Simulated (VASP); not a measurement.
Here is the system:

```
CELL_PARAMETERS angstrom
      0.00000     2.74585     2.74585
      2.74585     0.00000     2.74585
      2.74585     2.74585     0.00000
ATOMIC_POSITIONS crystal
  Ca 0.00000 0.00000 0.00000
```

Level of theory: AM05 GGA, VASP's PBE PAW potentials (set 64) (plane waves; VASP). Settings: 520 eV cut-off, 10×10×10 Γ-centred mesh, first-order Methfessel-Paxton smearing of 0.10 eV, potentials Ca_sv.

**Question.** Estimate the energy per atom (σ→0), band gap (on the k-mesh) with the smallest direct gap where there is one.

**Answer.** 
- band gap (on the k-mesh): none (metal, semimetal or under 0.01 eV)
- energy per atom (σ→0): -2.008 eV/atom

The compound is Ca in the fcc structure. It was relaxed first. The start is the result of an earlier pass.
